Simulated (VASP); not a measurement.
OSZICAR of a VASP run on Ti (hcp):

OSZICAR:
```
       N       E                     dE             d eps       ncg     rms          rms(c)
DAV:   1     0.243373867869E+03    0.24337E+03   -0.13437E+04  4320   0.184E+03
DAV:   2     0.890325581975E+01   -0.23447E+03   -0.23299E+03  4456   0.489E+02
DAV:   3    -0.179219913181E+02   -0.26825E+02   -0.26642E+02  8440   0.134E+02
DAV:   4    -0.189552083881E+02   -0.10332E+01   -0.10332E+01  4456   0.280E+01
DAV:   5    -0.190131978398E+02   -0.57989E-01   -0.57989E-01  7000   0.451E+00    0.125E+01
DAV:   6    -0.171023209156E+02    0.19109E+01   -0.69356E+00  5128   0.308E+01    0.335E+00
DAV:   7    -0.170804846104E+02    0.21836E-01   -0.78152E-01  6488   0.731E+00    0.203E+00
DAV:   8    -0.171081933971E+02   -0.27709E-01   -0.23465E-01  5000   0.674E+00    0.728E-01
DAV:   9    -0.170990592233E+02    0.91342E-02   -0.50552E-02  5072   0.281E+00    0.844E-02
DAV:  10    -0.170994818741E+02   -0.42265E-03   -0.29561E-03  6856   0.421E-01    0.926E-02
DAV:  11    -0.170994926110E+02   -0.10737E-04   -0.20308E-04  5744   0.144E-01    0.354E-02
DAV:  12    -0.170994814461E+02    0.11165E-04   -0.44829E-05  5456   0.664E-02    0.284E-03
DAV:  13    -0.170994816079E+02   -0.16181E-06   -0.11939E-06  3544   0.116E-02
   1 F= -.16096692E+02 E0= -.16097009E+02  d E =-.160967E+02
       N       E                     dE             d eps       ncg     rms          rms(c)
DAV:   1    -0.186966857134E+02   -0.15972E+01   -0.42693E+01  5776   0.890E+01    0.113E+01
DAV:   2    -0.170633840199E+02    0.16333E+01   -0.71795E+00  6200   0.337E+01    0.348E+00
DAV:   3    -0.169553412472E+02    0.10804E+00   -0.13263E+00  6224   0.858E+00    0.130E+00
DAV:   4    -0.169914259344E+02   -0.36085E-01   -0.26861E-01  5440   0.421E+00    0.315E-01
DAV:   5    -0.170096134346E+02   -0.18188E-01   -0.34364E-02  6032   0.145E+00    0.508E-01
DAV:   6    -0.170274367341E+02   -0.17823E-01   -0.36839E-02  5584   0.116E+00    0.120E-01
DAV:   7    -0.170280770700E+02   -0.64034E-03   -0.22155E-03  5768   0.341E-01    0.109E-01
DAV:   8    -0.170289419683E+02   -0.86490E-03   -0.19572E-03  5592   0.327E-01    0.283E-02
DAV:   9    -0.170289786089E+02   -0.36641E-04   -0.36187E-04  6576   0.964E-02    0.708E-03
DAV:  10    -0.170289788250E+02   -0.21614E-06   -0.62681E-06  4400   0.281E-02
   2 F= -.16096558E+02 E0= -.16096897E+02  d E =0.133789E-03
       N       E                     dE             d eps       ncg     rms          rms(c)
DAV:   1    -0.174965355878E+02   -0.46756E+00   -0.10792E+01  5640   0.474E+01    0.558E+00
DAV:   2    -0.170910671191E+02    0.40547E+00   -0.21396E+00  6552   0.176E+01    0.172E+00
DAV:   3    -0.170619798750E+02    0.29087E-01   -0.30327E-01  5872   0.414E+00    0.529E-01
DAV:   4    -0.170711042632E+02   -0.91244E-02   -0.51780E-02  6048   0.181E+00    0.214E-01
DAV:   5    -0.170797467859E+02   -0.86425E-02   -0.20142E-02  5744   0.887E-01    0.307E-01
DAV:   6    -0.170816533918E+02   -0.19066E-02   -0.38170E-03  6136   0.598E-01    0.868E-02
DAV:   7    -0.170820373244E+02   -0.38393E-03   -0.84169E-04  5832   0.193E-01    0.439E-02
DAV:   8    -0.170821619246E+02   -0.12460E-03   -0.21529E-04  5808   0.914E-02    0.126E-02
DAV:   9    -0.170821686317E+02   -0.67071E-05   -0.22691E-05  6688   0.350E-02    0.402E-03
DAV:  10    -0.170821685528E+02    0.78860E-07   -0.53760E-07  2624   0.700E-03
   3 F= -.16115074E+02 E0= -.16115424E+02  d E =-.183820E-01
       N       E                     dE             d eps       ncg     rms          rms(c)
DAV:   1    -0.170816323380E+02    0.53629E-03   -0.43260E-03  5736   0.925E-01    0.113E-01
DAV:   2    -0.170814659837E+02    0.16635E-03   -0.82949E-04  6504   0.349E-01    0.341E-02
DAV:   3    -0.170814548849E+02    0.11099E-04   -0.12064E-04  6040   0.815E-02    0.113E-02
DAV:   4    -0.170814585840E+02   -0.36991E-05   -0.24202E-05  5544   0.374E-02    0.402E-03
DAV:   5    -0.170814614737E+02   -0.28897E-05   -0.60369E-06  5184   0.177E-02    0.591E-03
DAV:   6    -0.170814625445E+02   -0.10708E-05   -0.25219E-06  3728   0.124E-02    0.146E-03
DAV:   7    -0.170814627063E+02   -0.16174E-06   -0.41434E-07  2192   0.624E-03
   4 F= -.16115073E+02 E0= -.16115423E+02  d E =-.183813E-01
       N       E                     dE             d eps       ncg     rms          rms(c)
DAV:   1    -0.170817153194E+02   -0.25277E-03   -0.17091E-02  4512   0.188E+00    0.122E-01
DAV:   2    -0.170815217249E+02    0.19359E-03   -0.97875E-04  4320   0.401E-01    0.631E-02
DAV:   3    -0.170814357219E+02    0.86003E-04   -0.30716E-04  6432   0.187E-01    0.777E-03
DAV:   4    -0.170814358251E+02   -0.10319E-06   -0.25276E-05  5048   0.752E-02    0.416E-03
DAV:   5    -0.170814355815E+02    0.24365E-06   -0.91628E-07  3448   0.106E-02
   5 F= -.16115131E+02 E0= -.16115483E+02  d E =-.580641E-04
```

Q: Which electronic solver shows in the log?

A: It is blocked Davidson (ALGO = Normal, or the opening steps of other solvers). The INCAR had ALGO = Normal.

Q: Can the final energy be trusted as converged?

A: The run converged. It stopped with EDIFF = 1E-6, NELM = 100, NSW = 40 and EDIFFG = -0.02 after 5 ionic steps (LDA (Ceperley-Alder, Perdew-Zunger), plane waves, VASP's LDA PAW potentials (set 64)). Energy and stress use the plane-wave basis of the starting cell.

The compound is Ti in the hcp structure. This run relaxes it under an external pressure of 5 GPa. Symmetry was kept, so distortions that lower it aren't found.
